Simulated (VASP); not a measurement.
Level of theory: vdW-DF2, VASP's PBE PAW potentials (set 64) (plane waves; VASP).

VASP ran on this input.

POSCAR:
```
LiCl
1.0
  0.0000000000   2.5932458107   2.5932458107
  2.5932458107   0.0000000000   2.5932458107
  2.5932458107   2.5932458107   0.0000000000
Li Cl
1 1
direct
  0.0000000000   0.0000000000   0.0000000000
  0.5000000000   0.5000000000   0.5000000000
```

INCAR:
```
! general
SYSTEM    =  LiCl
PREC      =  Accurate
ENCUT     =  520
LREAL     =  .False.
LASPH     =  .True.
ICHARG    =  11

! electronic loop
EDIFF     =  1E-7
NELM      =  100
ALGO      =  Normal

! smearing
ISMEAR    =  0
SIGMA     =  0.05

! functional
GGA       =  ML
LUSE_VDW  =  .True.
AGGAC     =  0.0
ZAB_VDW   =  -1.8867

! output
LWAVE     =  .False.
LCHARG    =  .False.
LORBIT    =  11
```

### KPOINTS
```
k-points along high-symmetry lines
15
Line-mode
Reciprocal
  0.000000   0.000000   0.000000 ! GAMMA
  0.500000   0.000000   0.500000 ! X

  0.500000   0.000000   0.500000 ! X
  0.625000   0.250000   0.625000 ! U

  0.375000   0.375000   0.750000 ! K
  0.000000   0.000000   0.000000 ! GAMMA

  0.000000   0.000000   0.000000 ! GAMMA
  0.500000   0.500000   0.500000 ! L

  0.500000   0.500000   0.500000 ! L
  0.500000   0.250000   0.750000 ! W

  0.500000   0.250000   0.750000 ! W
  0.500000   0.000000   0.500000 ! X
```

POTCAR, in this order: Li_sv Cl (PBE.64 set). Program: vasp_std. Read from the step before: CHGCAR.

The run wrote:

### OUTCAR
```
 ion  position               nearest neighbor table
   1  0.000  0.000  0.000-   2 2.59   2 2.59   2 2.59   2 2.59   2 2.59   2 2.59
   2  0.500  0.500  0.500-   1 2.59   1 2.59   1 2.59   1 2.59   1 2.59   1 2.59
  LATTYP: Found a face centered cubic cell.
 ALAT       =     5.1864916214
 Subroutine PRICEL returns:
 Original cell was already a primitive cell.
 Subroutine GETGRP returns: Found 48 space group operations
The static configuration has the point symmetry O_h .
The dynamic configuration has the point symmetry O_h .
 Subroutine INISYM returns: Found 48 space group operations
   k-points           NKPTS =     90   k-points in BZ     NKDIM =     90   number of bands    NBANDS=      9
   number of dos      NEDOS =    301   number of ions     NIONS =      2
   total plane-waves  NPLWV =  21952
   dimension x,y,z NGX =    28 NGY =   28 NGZ =   28
   dimension x,y,z NGXF=    56 NGYF=   56 NGZF=   56
   ions per type =               1   1
   PREC   = accura    normal or accurate (medium, high low for compatibility)
   ISTART =      0    job   : 0-new  1-cont  2-samecut
   ICHARG =     11    charge: 1-file 2-atom 10-const
   ISPIN  =      1    spin polarized calculation?
   LNONCOLLINEAR =      F non collinear calculations
   LSORBIT =      F    spin-orbit coupling
   INIWAV =      1    electr: 0-lowe 1-rand  2-diag
   ENCUT  =  520.0 eV  38.22 Ry    6.18 a.u.   6.82  6.82  6.82*2*pi/ulx,y,z
...
```

**OSZICAR**
```
       N       E                     dE             d eps       ncg     rms          rms(c)
DAV:   1     0.456902814554E+02    0.45690E+02   -0.42645E+03  1620   0.103E+03
DAV:   2    -0.316152635599E+01   -0.48852E+02   -0.46428E+02  2248   0.160E+02
DAV:   3    -0.487134728751E+01   -0.17098E+01   -0.17081E+01  2005   0.366E+01
DAV:   4    -0.490227831507E+01   -0.30931E-01   -0.30899E-01  2640   0.501E+00
DAV:   5    -0.490250777105E+01   -0.22946E-03   -0.22944E-03  2266   0.375E-01
DAV:   6    -0.490251459906E+01   -0.68280E-05   -0.68280E-05  2599   0.377E-02
DAV:   7    -0.490251463631E+01   -0.37254E-07   -0.37253E-07  2361   0.289E-03
   1 F= -.49025146E+01 E0= -.49025146E+01  d E =-.332028E-30
```

### OUTCAR
```
 val. band max:        0.1748291320   @ k =   0.0804   0.0804   0.1607

 cond. band min:       6.4250596313   @ k =   0.0000   0.0000   0.0000



 k-point     1 :       0.0000    0.0000    0.0000
  band No.  band energies     occupation
      1     -44.6541      2.00000
      2     -13.1098      2.00000
      3       0.1713      2.00000
      4       0.1713      2.00000
      5       0.1713      2.00000
      6       6.4251      0.00000
      7      12.1465      0.00000
      8      12.1465      0.00000
      9      12.1466      0.00000

 k-point     2 :       0.0357    0.0000    0.0357
  band No.  band energies     occupation
      1     -44.6541      2.00000
      2     -13.1020      2.00000
      3       0.1320      2.00000
      4       0.1566      2.00000
      5       0.1566      2.00000
      6       6.4843      0.00000
      7      12.0500      0.00000
      8      12.1404      0.00000
      9      12.1404      0.00000

 k-point     3 :       0.0714    0.0000    0.0714
  band No.  band energies     occupation
      1     -44.6540      2.00000
      2     -13.0788      2.00000
      3       0.0181      2.00000
      4       0.1134      2.00000
      5       0.1134      2.00000
      6       6.6580      0.00000
      7      11.7923      0.00000
      8      12.1315      0.00000
      9      12.1320      0.00000

 k-point     4 :       0.1071    0.0000    0.1071
  band No.  band energies     occupation
      1     -44.6538      2.00000
      2     -13.0409      2.00000
      3      -0.1603      2.00000
      4       0.0449      2.00000
      5       0.0449      2.00000
      6       6.9338      0.00000
      7      11.4382      0.00000
      8      11.9107      0.00000
      9      12.1391      0.00000

 k-point     5 :       0.1429    0.0000    0.1429
  band No.  band energies     occupation
      1     -44.6536      2.00000
      2     -12.9895      2.00000
      3      -0.3893      2.00000
      4      -0.0442      2.00000
...
```

The density is held fixed in this step, so its total energy and stress have no physical meaning.

The compound is LiCl in the rock salt structure. It was relaxed first.
